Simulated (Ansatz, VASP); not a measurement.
# Cross-check of GaPt8Se18 (Ga_Pt) between VASP and Ansatz

One calculation is typed for both programs; each brings its own data sets. How far apart do they land? The cell is taken from a series of runs on this material, whose earlier steps may have relaxed, scaled, displaced or heated it; both programs get it as it stands.

Program: Ansatz 0.2.0. Level of theory: plane waves, with VASP 6.6.1 beside it; single point at PBEsol. Results are calculated unless marked as measured.

### Step 1. Starting point

The cell holds 27 atoms: 8 Pt, 18 Se and 1 Ga. Cell: a = 11.104 Å, b = 11.104 Å, c = 32.000 Å, α = 90.0°, β = 90.0°, γ = 120.0°. It derives from PtSe2 (PtSe2 monolayer (from P-3m1)), repeated 3×3×1. Vacuum lies along c. Nearest the centre at fractional (0.444, 0.556, 0.500): Ga27 at 0.02 Å, Se12 at 2.57 Å, Se17 at 2.57 Å, Se19 at 2.57 Å, Se18 at 2.59 Å, Se20 at 2.59 Å, Se25 at 2.60 Å, Pt1 at 3.69 Å.

### Step 2. Ansatz: single point, PBEsol

Ansatz runs on its default PAW (the set named soft_2) files.

With cell and atoms fixed, the geometry can't cause a difference; cores, projectors, grids and the points listed under the comparison can.

Input file input.yaml:

```yaml
crystal:
  lattice:
    - [11.10390467, 0.0, 0.0]
    - [-5.55195233, 9.61626352, 0.0]
    - [0.0, 0.0, 32.0]
  atoms:
    - { symbol: Pt, position: [0.11305189, 0.22319022, 0.49998974] }
    - { symbol: Se, position: [0.00208692, 0.00088749, 0.54063641] }
    - { symbol: Se, position: [0.22405659, 0.11182125, 0.45951684] }
    - { symbol: Pt, position: [0.11304111, 0.55654414, 0.49998416] }
    - { symbol: Se, position: [0.00167683, 0.33419835, 0.54046704] }
    - { symbol: Se, position: [0.21611531, 0.44140926, 0.4585014] }
    - { symbol: Pt, position: [0.11307609, 0.88987025, 0.50009165] }
    - { symbol: Se, position: [0.00206998, 0.66785811, 0.5406248] }
    - { symbol: Se, position: [0.2240695, 0.77891967, 0.4595044] }
    - { symbol: Pt, position: [0.44640018, 0.2231772, 0.50000491] }
    - { symbol: Se, position: [0.33506513, 0.0008454, 0.54064388] }
    - { symbol: Se, position: [0.55768327, 0.11217114, 0.45935849] }
    - { symbol: Ga, position: [0.44643763, 0.55659054, 0.4999581] }
    - { symbol: Se, position: [0.33128163, 0.32630133, 0.54147067] }
    - { symbol: Se, position: [0.56155564, 0.44137582, 0.45850944] }
    - { symbol: Pt, position: [0.44640678, 0.88989098, 0.50000625] }
    - { symbol: Se, position: [0.33124333, 0.67165428, 0.54148638] }
    - { symbol: Se, position: [0.5616014, 0.78691415, 0.45849196] }
    - { symbol: Pt, position: [0.77972818, 0.22322481, 0.4998899] }
    - { symbol: Se, position: [0.66877925, 0.00129165, 0.54048615] }
    - { symbol: Se, position: [0.89074076, 0.11219615, 0.45935184] }
    - { symbol: Pt, position: [0.77975271, 0.55656108, 0.4999928] }
    - { symbol: Se, position: [0.66877831, 0.33421152, 0.54048362] }
    - { symbol: Se, position: [0.89071934, 0.44523178, 0.45933936] }
    - { symbol: Pt, position: [0.77978828, 0.88993334, 0.49999907] }
    - { symbol: Se, position: [0.67666018, 0.67169676, 0.54147876] }
    - { symbol: Se, position: [0.89112662, 0.77892127, 0.45950456] }
  periodic: [true, true, false]
basis:
  ecutwfc: 420
  xc_grid: 2
hamiltonian:
  xc: pbesol
kpoints:
  mp_grid: { grid: [2, 2, 1] }
magnetization:
  spin_polarized: true
  initial_magnetization: 1
  spin_locking: { lock_magnetization: hard }
scf:
  occupations: { method: fermi_dirac, width: 0.01 }
  max_iter: 60
output:
  forces: true
  eigenvalues: true
  eigenstates: { localisation: true }
  populations: true
  band_densities: [{ bands: [v1, v1] }, { bands: [c1, c1] }]
  write_density: true
  write_potential: true
  volumetric_format: npy
checkpoint:
  write: "../q0_M1.point.pbesol.run"
  compress: false
  write_wavefunctions: false
  write_every: 100000
```

Run with:

```console
$ ansatz run input.yaml --threads 4 --pin off --max-ram 9420MiB --backend cpu --events-out ev --progress --plain --runs-dir out
```

Numbers of over 12 decimals in the logs are rounded to 6 here.

Log:

```text
Engine: ansatz 0.2.0, aarch64-unknown-linux-gnu
Pseudopotentials: kind: paw
Pseudopotential: Pt, paw, valence charge 18, recommended cutoff 420 eV (normal), Pt.paw.azcp
Pseudopotential: Se, paw, valence charge 16, recommended cutoff 420 eV (normal), Se.paw.azcp
Pseudopotential: Ga, paw, valence charge 13, recommended cutoff 420 eV (normal), Ga.paw.azcp
Functional definition: PBEsol
  exchange = pbesol_x
  correlation = pbesol_c
Crystal: 27 atoms, lattice volume = 3416.898 Å³
Basis set: ecut = 420 eV, 66845 PW (Γ), exchange–correlation on 150×150×432 points (8 copies of the dense FFT grid, shifted against one another)
Bands: 268, of which v1, the nominal top of the filled ones, is band 223 counted from 1 (222 counted from 0)
Symmetry: 1 space group operations
Space group: P1 (ITA 1), of the structure as read, at distance tolerance 1.5e-4 Å
Magnetic group: BNS 1.1 (UNI 1), of the structure as read, at distance tolerance 1.5e-4 Å
k-points: 4
Non-local potential: Pt, projectors of the file, l = 0: 3, l = 1: 2, l = 2: 2, l = 3: 1
Non-local potential: Se, projectors of the file, l = 0: 2, l = 1: 2, l = 2: 3, l = 3: 1
Non-local potential: Ga, projectors of the file, l = 0: 2, l = 1: 2, l = 2: 3, l = 3: 1
PAW form: soft (Blöchl's): semilocal exchange-correlation on the pseudo side does not see the compensation charge
PAW frozen core: Pt, regenerated for the run's functional, and the local potential with it (the file was generated under x = pbe(κ = 0.804, μ = 0.219515), c = pbe(β = 0.066725))
PAW frozen core: Se, regenerated for the run's functional, and the local potential with it (the file was generated under x = pbe(κ = 0.804, μ = 0.219515), c = pbe(β = 0.066725))
PAW frozen core: Ga, regenerated for the run's functional, and the local potential with it (the file was generated under x = pbe(κ = 0.804, μ = 0.219515), c = pbe(β = 0.066725))
PAW one-centre angular grid: Pt, 590 points (default); XC on 64 Gauss nodes
PAW one-centre angular grid: Se, 590 points (default); XC on 64 Gauss nodes
PAW one-centre angular grid: Ga, 590 points (default); XC on 64 Gauss nodes
Initial density: superposition of atomic densities (neutral atoms: chi_scale 0, normalization atom)
Starting moments: Σ|m| = 1 μB on 27 of 27 sites
Initial wavefunctions: pseudopotential atomic-orbital guess
Functional: x = pbesol(κ = 0.804, μ = 0.123457), c = pbesol(β = 0.046)
SCF iter   1: F=—  HF=-200453.056821 eV  |F-HF|=—  |Δ(HF+E_count)|=         —  Δρ=1.18e-2 (↑1.18e-2 ↓1.13e-2)  dr2=1.43e1  dr2_m=1.09e-2  M=1.000 μB ∫|m|=1.048 μB  β_m=0.30  ethr=3.10e-3  ⟨swp⟩=9.9  Hψ=10105  notcnv=0  defer=119
preconditioner: auto → Resta (q_TF=auto, 1.942 Å⁻¹)  ε∞=1.8  [insulator: Δε(μ)=0.026 eV  Ē_g=9.946 eV  σ=0.010 eV  W_gap=0.57  n_scr=432 (ndim 8)  ℏωp=9.0 eV  f_vac=0.799  D(μ)=24.44/eV (n_scr^D=70)  ε∞_Penn≈1.8  vacuum switching on, ρ_ref=7.2e-3 e/Å³]
spin=Collinear: Resta preconditioning applied to the charge; magnetization (m = ρ↑ − ρ↓) channel mixes plain (no charge-response kernel on spin).
SCF iter   2: F=—  HF=-200455.793943 eV  |F-HF|=—  |Δ(HF+E_count)|=    2.74e0  Δρ=6.71e-3 (↑6.71e-3 ↓6.50e-3)  dr2=2.60e0  dr2_m=1.83e-2  M=1.000 μB ∫|m|=1.060 μB  β_m=0.39  ethr=3.10e-3  ⟨swp⟩=3.0  Hψ=3871  notcnv=0  defer=257
SCF iter   3: F=—  HF=-200457.919081 eV  |F-HF|=—  |Δ(HF+E_count)|=    2.13e0  Δρ=3.58e-3 (↑3.58e-3 ↓3.43e-3)  dr2=7.38e-1  dr2_m=3.70e-3  M=1.000 μB ∫|m|=1.074 μB  β_m=0.48  ethr=5.84e-4  ⟨swp⟩=3.0  Hψ=3530  notcnv=0  defer=266
SCF iter   4: F=—  HF=-200458.859952 eV  |F-HF|=—  |Δ(HF+E_count)|=   9.41e-1  Δρ=1.13e-3 (↑1.13e-3 ↓1.13e-3)  dr2=1.42e-1  dr2_m=8.44e-4  M=1.000 μB ∫|m|=1.103 μB  β_m=0.46  ethr=1.66e-4  ⟨swp⟩=3.0  Hψ=3696  notcnv=0  defer=266
SCF iter   5: F=—  HF=-200458.959193 eV  |F-HF|=—  |Δ(HF+E_count)|=   9.92e-2  Δρ=3.27e-4 (↑3.27e-4 ↓3.20e-4)  dr2=9.28e-3  dr2_m=6.86e-5  M=1.000 μB ∫|m|=1.109 μB  β_m=0.53  ethr=3.19e-5  ⟨swp⟩=3.9  Hψ=4321  notcnv=0  defer=266
SCF iter   6: F=—  HF=-200458.961902 eV  |F-HF|=—  |Δ(HF+E_count)|=   2.71e-3  Δρ=1.09e-4 (↑1.06e-4 ↓1.09e-4)  dr2=1.88e-3  dr2_m=1.05e-5  M=1.000 μB ∫|m|=1.113 μB  β_m=0.56  ethr=2.09e-6  ⟨swp⟩=4.0  Hψ=5134  notcnv=0  defer=266
SCF iter   7: F=—  HF=-200458.961900 eV  |F-HF|=—  |Δ(HF+E_count)|=   2.18e-6  Δρ=3.68e-5 (↑3.59e-5 ↓3.68e-5)  dr2=2.32e-4  dr2_m=2.03e-6  M=1.000 μB ∫|m|=1.114 μB  β_m=0.52  ethr=4.21e-7  ⟨swp⟩=3.0  Hψ=4386  notcnv=0  defer=266
SCF iter   8: F=—  HF=-200458.961931 eV  |F-HF|=—  |Δ(HF+E_count)|=   3.07e-5  Δρ=1.32e-5 (↑1.32e-5 ↓1.28e-5)  dr2=2.75e-5  dr2_m=4.00e-7  M=1.000 μB ∫|m|=1.115 μB  β_m=0.61  ethr=5.22e-8  ⟨swp⟩=3.4  Hψ=3851  notcnv=0  defer=266
SCF iter   9: F=—  HF=-200458.961964 eV  |F-HF|=—  |Δ(HF+E_count)|=   3.30e-5  Δρ=6.25e-6 (↑6.07e-6 ↓6.25e-6)  dr2=2.68e-5  dr2_m=8.88e-8  M=1.000 μB ∫|m|=1.115 μB  β_m=0.52  ethr=6.19e-9  ⟨swp⟩=4.0  Hψ=3807  notcnv=0  defer=266
[...]
k-point 2 ↑: bands = [... 219 lower, -5.8731, -5.8523, -5.8518, -5.7883, -4.1161, -4.0818, -4.0583, -3.9785, ... 41 higher]
  k-point 3 ↓: bands = [... 219 lower, -5.8478, -5.8168, -5.8159, -5.6420, -4.1057, -4.0672, -4.0446, -3.9688, ... 41 higher]
  ° read free of the cell's end (the report's vacuum.weakly_bound_levels)
--- Löwdin populations: 27 sites ---
  site symbol       q [e]    m [muB]
     0     Pt     17.4405     0.0080
     1     Se     16.1574     0.0064
     2     Se     16.1601     0.0031
     3     Pt     17.4404     0.0079
     4     Se     16.1601     0.0030
     5     Se     16.1350     0.1527
     6     Pt     17.4508    -0.0003
     7     Se     16.1574     0.0064
     8     Se     16.1602     0.0030
     9     Pt     17.4405     0.0079
    10     Se     16.1574     0.0064
    11     Se     16.1575     0.0063
    12     Ga     12.9332    -0.0203
    13     Se     16.1351     0.1530
    14     Se     16.1350     0.1524
    15     Pt     17.4404     0.0080
    16     Se     16.1353     0.1525
    17     Se     16.1353     0.1521
    18     Pt     17.4508    -0.0003
    19     Se     16.1602     0.0030
    20     Se     16.1574     0.0063
    21     Pt     17.4404     0.0080
    22     Se     16.1602     0.0030
    23     Se     16.1575     0.0063
    24     Pt     17.4404     0.0079
    25     Se     16.1351     0.1527
    26     Se     16.1602     0.0031
  spilling = 0.004059 (of n_electrons = 445.000000)
--- Band densities, each state counted as filled ---
  window                                       electrons  max residual (eV)  cut levels
  bands: [v1, v1]                    1.000000 + 1.000000             4.1e-6           2
  bands: [c1, c1]                    1.000000 + 1.000000             3.8e-4           0
```

(Continued in part 2 of 2.)

[Lines on the potential files, build, host, timing and source positions are cut from VASP's logs without a mark.]

[Logs are printed without paths, hosts, clocks, repeated set-up lines and the standing remarks that a program may print on its own settings, such as how far it seeks lower states.]

[Hosts, paths, dates, database ids (printed as entryN), source tags and the programs' standing remarks are cut or masked in the printed files.]
